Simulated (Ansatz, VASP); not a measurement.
**MgS (Niningerite): VASP beside Ansatz**

Wanted: the spread between two codes on one cell, functional and k mesh. The cell is taken from a series of runs on this material, whose earlier steps may have relaxed, scaled, displaced or heated it; both programs get it as it stands.

Main program and level: Ansatz 0.2.0; plane waves, with VASP 6.6.1 beside it; relaxation of cell and atoms at r2SCAN and zone-centre phonons at r2SCAN.

## (1) The structure

The structure is cubic, space group Fm-3m (No. 225). The conventional cell has a = 5.182 Å, b = 5.182 Å, c = 5.182 Å, α = 90.00°, β = 90.00°, γ = 90.00°. Nearest to Mg lie 6 S at 2.59 Å. Nearest to S lie 6 Mg at 2.59 Å. Farther neighbours and most contacts between anions are not listed.

Structure file:

```
Mg S
1.0
     0.00000    2.59099    2.59099
     2.59099    0.00000    2.59099
     2.59099    2.59099    0.00000
Mg S
1 1
Cartesian
  0.0000 0.0000 0.0000
  2.5910 2.5910 2.5910
```

## (2) VASP: relaxation of cell and atoms, r2SCAN

The relaxed volume is the usual yardstick between codes: in a stiff, nearly cubic crystal its relative difference is about their pressure difference at one cell divided by the bulk modulus.

Lines of VASP's logs that name or quote its potential files are left out, and so is its time.

INCAR reads:

```
SYSTEM = MgS
PREC = Accurate
ENCUT = 660
EDIFF = 1E-07
NELM = 120
ISMEAR = 0
SIGMA = 0.01
LREAL = .FALSE.
ALGO = Normal
METAGGA = R2SCAN
LASPH = .TRUE.
NBANDS = 10
LORBIT = 11
LWAVE = .FALSE.
LCHARG = .FALSE.
ISIF = 3
IBRION = 2
NSW = 80
EDIFFG = -0.005
GGA_COMPAT = .FALSE.
NELMIN = 4
EFERMI = MIDGAP
LMIXTAU = .TRUE.
KPAR = 2
```

POSCAR reads:

```
MgS
1.0
    0.0000000000      2.5909910000      2.5909910000
    2.5909910000      0.0000000000      2.5909910000
    2.5909910000      2.5909910000      0.0000000000
Mg S
1 1
Direct
    0.0000000000      0.0000000000      0.0000000000
    0.5000000000      0.5000000000      0.5000000000
```

KPOINTS reads:

```
Automatic mesh
0
Gamma
8 8 8
0 0 0
```

PAW data sets: Mg and S (PBE family, release 64).

Run with:

```
mpirun -np 2 vasp_std
```

Numbers of over 12 decimals in the logs are rounded to 6 here.

Output:

```text
[banner, memory and clock lines left out]
running    2 mpi-ranks, on    1 nodes
 distrk:  each k-point on    1 cores,    2 groups
 distr:  one band on    1 cores,    1 groups

 POSCAR found type information on POSCAR MgS
 POSCAR found :  2 types and       2 ions
|                                                                             |
|               ----> ADVICE to this user running VASP <----                  |
|                                                                             |
|     You enforced a specific xc type in the INCAR file but a different       |
|     [... a line on the potential file left out ...]
|     I HOPE YOU KNOW WHAT YOU ARE DOING!                                     |
|                                                                             |

 LDA part: xc-table for (None), standard interpolation
 POSCAR, INCAR and KPOINTS ok, starting setup
 FFT: planning ... GRIDC
 FFT: planning ... GRID_SOFT
 FFT: planning ... GRID
 WAVECAR not read
 entering main loop
       N       E                     dE             d eps       ncg     rms          rms(c)
DAV:   1     0.209833271183E+02    0.20983E+02   -0.42694E+03   596   0.820E+02
DAV:   2    -0.152869651441E+02   -0.36270E+02   -0.34443E+02   774   0.117E+02
DAV:   3    -0.170869415806E+02   -0.18000E+01   -0.17967E+01   732   0.290E+01
DAV:   4    -0.170967964051E+02   -0.98548E-02   -0.98533E-02   694   0.245E+00
DAV:   5    -0.170968630994E+02   -0.66694E-04   -0.66694E-04   724   0.194E-01    0.469E+00
DAV:   6    -0.154808413632E+02    0.16160E+01   -0.10719E+00   604   0.664E+00    0.486E+00
DAV:   7    -0.153128486551E+02    0.16799E+00   -0.44404E-01   644   0.347E+00    0.199E+00
DAV:   8    -0.154405333451E+02   -0.12768E+00   -0.26431E-01   608   0.375E+00    0.165E+00
DAV:   9    -0.154394376991E+02    0.10956E-02   -0.66998E-02   590   0.226E+00    0.183E-01
DAV:  10    -0.155001393665E+02   -0.60702E-01   -0.19436E-02   592   0.116E+00    0.131E-01
DAV:  11    -0.154870468055E+02    0.13093E-01   -0.17207E-03   618   0.354E-01    0.155E-01
DAV:  12    -0.155110110895E+02   -0.23964E-01   -0.10172E-02   582   0.838E-01    0.358E-02
DAV:  13    -0.155111905541E+02   -0.17946E-03   -0.10173E-03   618   0.387E-01    0.531E-02
DAV:  14    -0.155112083915E+02   -0.17837E-04   -0.10119E-05   684   0.263E-02    0.389E-02
DAV:  15    -0.155111986361E+02    0.97554E-05   -0.35790E-05   608   0.576E-02    0.584E-02
DAV:  16    -0.155112053485E+02   -0.67124E-05   -0.28640E-06   612   0.179E-02    0.492E-02
DAV:  17    -0.155112134321E+02   -0.80836E-05   -0.50819E-06   614   0.264E-02    0.261E-02
DAV:  18    -0.155112161937E+02   -0.27616E-05   -0.23139E-06   616   0.162E-02    0.171E-02
DAV:  19    -0.155112171449E+02   -0.95127E-06   -0.98193E-07   604   0.104E-02    0.321E-03
DAV:  20    -0.155112179807E+02   -0.83581E-06   -0.92558E-07   614   0.884E-03    0.633E-03
DAV:  21    -0.155112180443E+02   -0.63543E-07   -0.47622E-08   492   0.272E-03
   1 F= -.15511218E+02 E0= -.15511218E+02  d E =-.155112E+02
 curvature:   0.00 expect dE= 0.000E+00 dE for cont linesearch  0.000E+00
 trial: gam= 0.00000 g(F)=  0.943E-61 g(S)=  0.963E-03 ort = 0.000E+00 (trialstep = 0.100E+01)
 search vector abs. value=  0.963E-03
 bond charge predicted
       N       E                     dE             d eps       ncg     rms          rms(c)
DAV:   1    -0.155130258054E+02   -0.18078E-02   -0.33518E-02   598   0.102E+00    0.335E-01
DAV:   2    -0.155116679830E+02    0.13578E-02   -0.35894E-03   624   0.319E-01    0.145E-01
DAV:   3    -0.155115451659E+02    0.12282E-03   -0.96327E-04   624   0.181E-01    0.934E-02
DAV:   4    -0.155115633779E+02   -0.18212E-04   -0.93961E-06   624   0.284E-02    0.836E-02
DAV:   5    -0.155115159091E+02    0.47469E-04   -0.30997E-05   584   0.766E-02    0.375E-02
DAV:   6    -0.155115540207E+02   -0.38112E-04   -0.25534E-05   582   0.738E-02    0.123E-02
DAV:   7    -0.155115600703E+02   -0.60496E-05   -0.92104E-06   604   0.422E-02    0.161E-02
DAV:   8    -0.155115622628E+02   -0.21924E-05   -0.78780E-07   598   0.117E-02    0.923E-03
DAV:   9    -0.155115551282E+02    0.71345E-05   -0.11367E-05   580   0.385E-02    0.158E-03
DAV:  10    -0.155115564231E+02   -0.12949E-05   -0.24324E-07   628   0.436E-03    0.155E-03
DAV:  11    -0.155115555411E+02    0.88206E-06   -0.40257E-08   306   0.176E-03    0.530E-04
DAV:  12    -0.155115562526E+02   -0.71155E-06   -0.10502E-08   296   0.115E-03    0.779E-04
DAV:  13    -0.155115554399E+02    0.81270E-06   -0.32762E-09   296   0.576E-04    0.570E-04
DAV:  14    -0.155115556297E+02   -0.18976E-06   -0.18376E-10   294   0.153E-04    0.395E-04
DAV:  15    -0.155115556331E+02   -0.34278E-08   -0.10760E-10   290   0.729E-05
   2 F= -.15511556E+02 E0= -.15511556E+02  d E =-.337589E-03
 trial-energy change:   -0.000338  1 .order   -0.000351   -0.000963    0.000261
 step:   0.7753(harm=  0.7866)  dis= 0.00000  next Energy=   -15.511585 (dE=-0.367E-03)
 bond charge predicted
       N       E                     dE             d eps       ncg     rms          rms(c)
DAV:   1    -0.155116570717E+02   -0.10144E-03   -0.16926E-03   596   0.230E-01    0.760E-02
DAV:   2    -0.155115860757E+02    0.70996E-04   -0.18039E-04   624   0.716E-02    0.328E-02
DAV:   3    -0.155115873025E+02   -0.12268E-05   -0.48879E-05   624   0.408E-02    0.215E-02
DAV:   4    -0.155115855736E+02    0.17290E-05   -0.48010E-07   610   0.643E-03    0.192E-02
DAV:   5    -0.155115967992E+02   -0.11226E-04   -0.15368E-06   584   0.169E-02    0.872E-03
DAV:   6    -0.155115870259E+02    0.97733E-05   -0.12650E-06   582   0.163E-02    0.290E-03
DAV:   7    -0.155115824114E+02    0.46144E-05   -0.43018E-07   600   0.920E-03    0.369E-03
DAV:   8    -0.155115826770E+02   -0.26561E-06   -0.22959E-08   328   0.199E-03    0.224E-03
DAV:   9    -0.155115871774E+02   -0.45003E-05   -0.62040E-07   580   0.912E-03    0.367E-04
DAV:  10    -0.155115868635E+02    0.31389E-06   -0.12429E-08   290   0.101E-03    0.337E-04
DAV:  11    -0.155115870833E+02   -0.21984E-06   -0.30425E-09   290   0.439E-04    0.150E-04
DAV:  12    -0.155115869469E+02    0.13647E-06   -0.52512E-10   290   0.212E-04    0.144E-04
DAV:  13    -0.155115870916E+02   -0.14477E-06   -0.37472E-10   290   0.205E-04    0.875E-05
DAV:  14    -0.155115870345E+02    0.57084E-07   -0.17824E-11   290   0.474E-05
   3 F= -.15511587E+02 E0= -.15511587E+02  d E =-.368990E-03
 curvature:  -0.39 expect dE=-0.797E-07 dE for cont linesearch -0.797E-07
 trial: gam=-0.01431 g(F)=  0.788E-61 g(S)=  0.203E-06 ort = 0.140E-04 (trialstep = 0.955E+00)
 search vector abs. value=  0.143E-09
 reached required accuracy - stopping structural energy minimisation
```

OUTCAR, selected parts (step 2):

```text
ion  position               nearest neighbor table
   1  0.000  0.000  0.000-   2 2.59   2 2.59   2 2.59   2 2.59   2 2.59   2 2.59
   2  0.500  0.500  0.500-   1 2.59   1 2.59   1 2.59   1 2.59   1 2.59   1 2.59

  LATTYP: Found a face centered cubic cell.
 ALAT       =     5.1819820000

 Subroutine GETGRP returns: Found 48 space group operations
 (whereof 48 operations were pure point group operations)

The static configuration has the point symmetry O_h .

 Found     29 irreducible k-points:

   k-points           NKPTS =     29   k-points in BZ     NKDIM =     29   number of bands    NBANDS=     10

   dimension x,y,z NGX =    32 NGY =   32 NGZ =   32
   dimension x,y,z NGXF=    64 NGYF=   64 NGZF=   64

   ENCUT  =  660.0 eV  48.51 Ry    6.96 a.u.   7.68  7.68  7.68*2*pi/ulx,y,z

   NELECT =       8.0000    total number of electrons

 k-points in reciprocal lattice and weights: Automatic mesh
   0.00000000  0.00000000  0.00000000       0.002
   0.12500000  0.00000000  0.00000000       0.016
   0.25000000  0.00000000  0.00000000       0.016
   0.37500000  0.00000000  0.00000000       0.016
   0.50000000  0.00000000  0.00000000       0.008
   0.12500000  0.12500000  0.00000000       0.012
   0.25000000  0.12500000  0.00000000       0.047
   0.37500000  0.12500000  0.00000000       0.047
   0.50000000  0.12500000  0.00000000       0.047
[...]
-0.37500000  0.50000000  0.12500000       0.023
  -0.25000000  0.50000000  0.25000000       0.012

 average (electrostatic) potential at core
       1 -40.2187       2 -88.9972

 E-fermi :   5.2681

 k-point     1 :       0.0000    0.0000    0.0000
  band No.  band energies     occupation
      1      -9.6724      2.00000
      2       3.5450      2.00000
      3       3.5450      2.00000
      4       3.5450      2.00000
      5       8.2089      0.00000
      6      12.0714      0.00000
      7      12.0714      0.00000
      8      12.0714      0.00000
      9      14.4925      0.00000
    ...

 k-point     2 :       0.1250    0.0000    0.0000
  band No.  band energies     occupation
      1      -9.5158      2.00000
      2       2.5275      2.00000
      3       3.4382      2.00000
      4       3.4382      2.00000
      5       8.9619      0.00000
      6      11.8074      0.00000
      7      12.3363      0.00000
      8      12.3363      0.00000
      9      13.9094      0.00000
    ...

 k-point     3 :       0.2500    0.0000    0.0000
  band No.  band energies     occupation
      1      -9.0929      2.00000
      2       0.7318      2.00000
      3       3.2043      2.00000
      4       3.2043      2.00000
      5       9.2734      0.00000
      6      11.9790      0.00000
      7      11.9790      0.00000
      8      12.7072      0.00000
      9      14.5258      0.00000
    ...

  Total        0.0016755      0.0016755      0.0016755      0.0000000      0.0000000     -0.0000000
  in kB        0.0766693      0.0766693      0.0766693      0.0000000      0.0000000     -0.0000000
  external PRESSURE =       0.0766693 kB  Pullay stress =       0.0000000 kB

  energy-cutoff  :      660.00
  volume of cell :       35.01
      direct lattice vectors                 reciprocal lattice vectors
     0.000000000  2.596580291  2.596580291    -0.192560963  0.192560963  0.192560963
     2.596580291 -0.000000000  2.596580291     0.192560963 -0.192560963  0.192560963
     2.596580291  2.596580291  0.000000000     0.192560963  0.192560963 -0.192560963

 POSITION                                       TOTAL-FORCE (eV/Angst)
 -----------------------------------------------------------------------------------
      0.00000      0.00000      0.00000         0.000000      0.000000      0.000000
      2.59658      2.59658      2.59658        -0.000000     -0.000000      0.000000
 -----------------------------------------------------------------------------------
    total drift:                               -0.000000     -0.000000      0.000000

  FREE ENERGIE OF THE ION-ELECTRON SYSTEM (eV)
  ---------------------------------------------------
  free  energy   TOTEN  =       -15.5115870345 eV

  energy  without entropy=      -15.5115870345  energy(sigma->0) =      -15.51158703

 reached required accuracy - stopping structural energy minimisation

 total charge
# of ion       s       p       d       tot
------------------------------------------
    1        0.125   0.124   0.038   0.287
    2        1.301   2.544   0.000   3.845
--------------------------------------------------
tot          1.426   2.668   0.038   4.132

[... 3 further parts left out ...]
```

## (3) Ansatz: relaxation of cell and atoms, r2SCAN

Ansatz runs on its default PAW (the set named soft_2) files.

The same cell, functional and mesh now go to Ansatz, which takes its cutoff from its data sets.

input.yaml reads:

```yaml
crystal:
  lattice:
    - [0.0, 2.590990556, 2.590990556]
    - [2.590990556, 0.0, 2.590990556]
    - [2.590990556, 2.590990556, 0.0]
  atoms:
    - { symbol: Mg, position: [0.0, 0.0, 0.0] }
    - { symbol: S, position: [0.5, 0.5, 0.5] }
kpoints:
  mp_grid: { grid: [8, 8, 8] }
hamiltonian:
  xc: r2scan
scf:
  occupations: { method: fixed }
output:
  forces: true
  stress: true
  eigenvalues: true
relax:
  adjacent_minimum: "off"
  f_tol: 0.001
  max_steps: 60
  cell: { stress_tol: 0.01 }
```

Run with:

```
ansatz run input.yaml --threads 4 --pin off --max-ram 7168MiB --backend cpu --events-out ev --progress --plain --runs-dir out
```

Output:

```text
Engine: ansatz 0.2.0, aarch64-unknown-linux-gnu
Pseudopotentials: kind: paw
Pseudopotential: Mg, paw, valence charge 10, recommended cutoff 500 eV (meta_gga), Mg.paw.azcp
Pseudopotential: S, paw, valence charge 6, recommended cutoff 500 eV (meta_gga), S.paw.azcp
Functional definition: r2SCAN
  parameter k0 = 0.174
  parameter k1 = 0.065
  parameter a1 = 4.9479
  exchange = r2scan_x(k0 = k0, k1 = k1, a1 = a1)
  correlation = r2scan_c
Crystal: 2 atoms, lattice volume = 34.788 Å³
Basis set: ecut = 500 eV, 893 PW (Γ), exchange–correlation on 108×108×108 points (64 copies of the dense FFT grid, shifted against one another)
Bands: 12, of which v1, the nominal top of the filled ones, is band 8 counted from 1 (7 counted from 0)
Symmetry: 48 space group operations
Space group: Fm-3m (ITA 225), of the structure as read, at distance tolerance 3.3e-5 Å
k-points: 29 of 512
Non-local potential: Mg, projectors of the file, l = 0: 3, l = 1: 2, l = 2: 1
Non-local potential: S, projectors of the file, l = 0: 2, l = 1: 2, l = 2: 2
PAW form: soft (Blöchl's): semilocal exchange-correlation on the pseudo side does not see the compensation charge
PAW frozen core: Mg, regenerated for the run's functional (the file was generated under x = pbe(κ = 0.804, μ = 0.219515), c = pbe(β = 0.066725))
PAW frozen core: S, regenerated for the run's functional (the file was generated under x = pbe(κ = 0.804, μ = 0.219515), c = pbe(β = 0.066725))
PAW one-centre angular grid: Mg, 302 points (default); XC on 224 Gauss nodes
PAW one-centre angular grid: S, 302 points (default); XC on 160 Gauss nodes
Initial density: superposition of atomic densities (neutral atoms: chi_scale 0, normalization atom), corrected by the library's trained network
Initial wavefunctions: pseudopotential atomic-orbital guess
Functional: x = r2scan, c = r2scan; τ floored in thin density (d = 2e-4 eV/Å³)
SCF iter   1: F=—  HF=-2835.526574 eV  |F-HF|=—  |Δ(HF+E_count)|=         —  Δρ=7.03e-3  dr2=6.49e-3  dr2_τ=7.73e-3  ethr=1.77e-3  ⟨swp⟩=4.7  Hψ=1914  notcnv=0  defer=47
preconditioner: auto → none  [insulator: Δε(μ)=3.419 eV  Ē_g=12.687 eV  n_scr=8 (ndim 8)  ℏωp=17.8 eV  f_vac=0.000  ε∞_Penn≈3.0]
SCF iter   2: F=—  HF=-2835.574455 eV  |F-HF|=—  |Δ(HF+E_count)|=   4.79e-2  Δρ=2.91e-3  dr2=2.10e-3  dr2_τ=5.27e-5  ethr=4.06e-5  ⟨swp⟩=2.2  Hψ=884  notcnv=0  defer=50
SCF iter   3: F=—  HF=-2835.574773 eV  |F-HF|=—  |Δ(HF+E_count)|=   3.17e-4  Δρ=8.57e-4  dr2=2.02e-4  dr2_τ=2.02e-5  ethr=1.31e-5  ⟨swp⟩=2.0  Hψ=515  notcnv=0  defer=52
SCF iter   4: F=—  HF=-2835.574731 eV  |F-HF|=—  |Δ(HF+E_count)|=   4.17e-5  Δρ=1.52e-4  dr2=4.58e-6  dr2_τ=4.60e-7  ethr=1.26e-6  ⟨swp⟩=2.1  Hψ=503  notcnv=0  defer=49
SCF iter   5: F=—  HF=-2835.574732 eV  |F-HF|=—  |Δ(HF+E_count)|=   1.04e-6  Δρ=1.24e-5  dr2=1.85e-8  dr2_τ=3.64e-9  ethr=2.87e-8  ⟨swp⟩=2.4  Hψ=577  notcnv=0
SCF iter   6: F=-2835.574732 eV  HF=-2835.574732 eV  |F-HF|=7.03e-9  |Δ(HF+E_count)|=   2.38e-8  Δρ=4.98e-6  dr2=8.83e-9  dr2_τ=3.92e-10  ethr=1.15e-10  ⟨swp⟩=4.1  Hψ=1658  notcnv=0
SCF 1 converged in 6 iterations: F = -2835.574732 eV  dr2 = 8.83e-9
  greatest PAW one-centre occupation: 1.000 electrons in one spin orbital (limit 2), on the Mg atom at site 0 (counted from 0), in its partial waves of l = 0
relax step   1: F+E_penalty+E_count = -2835.57473228 eV  Δ(F+E_penalty+E_count) = +0.000e0 eV  max|allowed force component| = 1.650e-29 eV/Å  Δτ_max = 0.0000 Å  P = +0.998 GPa  Ω = 34.788 Å³  (6 SCF iters, dr2 threshold 1.00e-7 eV, accepted)
[...]
relax step   2: F+E_penalty+E_count = -2835.57595609 eV  Δ(F+E_penalty+E_count) = -1.224e-3 eV  max|allowed force component| = 1.042e-29 eV/Å  Δτ_max = 0.0000 Å  P = +0.140 GPa  Ω = 35.154 Å³  energy of the carried Pulay correction = -6.816e-5 eV  (4 SCF iters, dr2 threshold 2.00e-7 eV, accepted)
[...]
relax step   3: F+E_penalty+E_count = -2835.57597180 eV  Δ(F+E_penalty+E_count) = -1.572e-5 eV  max|allowed force component| = 1.126e-30 eV/Å  Δτ_max = 0.0000 Å  P = +0.003 GPa  Ω = 35.214 Å³  energy of the carried Pulay correction = -7.930e-5 eV  (4 SCF iters, dr2 threshold 4.90e-8 eV, accepted)
[...]
relax step   4: F+E_penalty+E_count = -2835.57604405 eV  Δ(F+E_penalty+E_count) = -7.225e-5 eV  max|allowed force component| = 2.182e-30 eV/Å  Δτ_max = 0.0000 Å  P = +0.002 GPa  Ω = 35.214 Å³  stress off target by 1.90e-3 GPa  SCF on the basis re-selected at this cell (its energy is not comparable with the rows above)  (5 SCF iters)
basis re-selected at this cell: Δ(F+E_penalty+E_count) = -7.225e-5 eV, ΔP = -0.001 GPa vs the last step (what re-selecting the basis moved, of the pressure what is left beyond the Pulay correction that the steps carried, after the strain that the cell walked since its last selection, with what the two solves' SCF thresholds leave and, on support functions, any second-order correction that the steps lacked; it is no m [...]
SCF converged after 5 iterations
Free energy (F): -2835.576044 eV
Harris-Foulkes:  -2835.576044 eV  (|F-HF|=0.00e0)
Internal energy: -2835.576044 eV  (E = F + TS)
E sigma→0 (E₀):  -2835.576044 eV
Fermi energy:    6.160543 eV
--- Per-component energies (eV) ---
  E_band       = -349.361532
  E_kinetic    = 184.899214
  E_local      = -1667.102846  (includes V_loc(G=0)·N_el)
  E_nonlocal   = 123.581882
  E_hartree    = 593.933562
  E_xc         = -120.724274
  E_vxc        = -136.253875  (∫ρ·V_xc dr)
  E_paw        = -906.242109  (= ΣΔE_a)
  E_vpaw       = -49.338432  (= ΣTr[D̂ρ^β])
  E_aug_tail   = -0.000001  (compensation charges beyond the density's cutoff)
  E_vtau       = 6.985409  (kinetic-family band-sum trace: ∫τ·v_τ [+ j·A + Jᵃ·Aᵃ] dr)
  E_ewald      = -1043.785496
  E_core_change = -0.135975  (= ΣΔE_core)
  E_smearing   = -0.000000  (= −TS)
  E_closure    = 0.000000  (closes the sum)
  Σ components = -2835.576044   (vs F -2835.576044, Δ=0.00e0)
--- Forces (eV/Å), atoms counted from 1 ---
  atom   1  Mg    -0.00000000     0.00000000    -0.00000000
  atom   2  S      0.00000000    -0.00000000    -0.00000000
  max |Σ_I F_I| component: 4.31e-30 eV/Å
--- Stress (GPa, compression-positive) ---
        0.001900      -0.000000      -0.000000
       -0.000000       0.001900      -0.000000
       -0.000000      -0.000000       0.001900
  P = ⅓ Tr σ = 0.0019 GPa (0.019 kbar)
--- Band table (eV; the first three rows and the last of 29) ---
  k-point 0: bands = [... 4 lower, -7.0258, 6.1605, 6.1605, 6.1605, 10.8020, 14.6428, 14.6428, 14.6428]
  k-point 1: bands = [... 4 lower, -6.8696, 5.1494, 6.0544, 6.0544, 11.5539, 14.3856, 14.9048, 14.9048]
  k-point 2: bands = [... 4 lower, -6.4481, 3.3654, 5.8221, 5.8221, 11.8722, 14.5603, 14.5603, 15.2806]
  k-point 28: bands = [... 4 lower, -5.2607, 2.8817, 2.8817, 3.8160, 12.0792, 14.7554, 14.7554, 14.9667]
--- Relaxed structure (3 steps of the walk, 3 accepted, 1 SCFs on fresh bases) ---
  F+E_penalty+E_count = -2835.57604405 eV   max|allowed force component| = 2.182e-30 eV/Å   (the final SCF, on the basis selected at the relaxed cell)
  cell:  # Å, volume = 35.2144 Å³
    - [0, 2.601537, 2.601537]
    - [2.601537, 0, 2.601537]
    - [2.601537, 2.601537, 0]
  atoms:
    - { symbol: Mg, position: [0, 0, 0] }
    - { symbol: S, position: [0.5, 0.5, 0.5] }
```

The column dr2 measures how far the density is from self-consistency, as an energy; F and HF (Harris–Foulkes) agree once it is small.

## (4) Comparison

Known differences besides the potentials themselves: VASP keeps PBE cores, Ansatz makes them for the functional; fixed occupations in Ansatz, narrow Gaussian smearing in VASP; the data sets hold 16 valence electrons in Ansatz (on its default PAW (the set named soft_2) files) and 8 in VASP; the cutoff is 500 eV in Ansatz and 660 eV in VASP; Ansatz adds a Pulay correction to the stress that steers its cell, VASP none. Total energies have different zeros and are not compared.

The two programs side by side:

| quantity | Ansatz | VASP | difference |
| --- | --- | --- | --- |
| volume (Å³) | 35.21 | 35.01 | +0.57 % |
| edge a after relaxation, in the typed setting (Å) | 3.679 | 3.672 | +0.19 % |

(Part 1 of 2 ends here.)

[Lines on the potential files, build, host, timing and source positions are cut from VASP's logs without a mark.]

[Logs are printed without paths, hosts, clocks, repeated set-up lines and the standing remarks that a program may print on its own settings, such as how far it seeks lower states.]

[Hosts, paths, dates, database ids (printed as entryN), source tags and the programs' standing remarks are cut or masked in the printed files.]
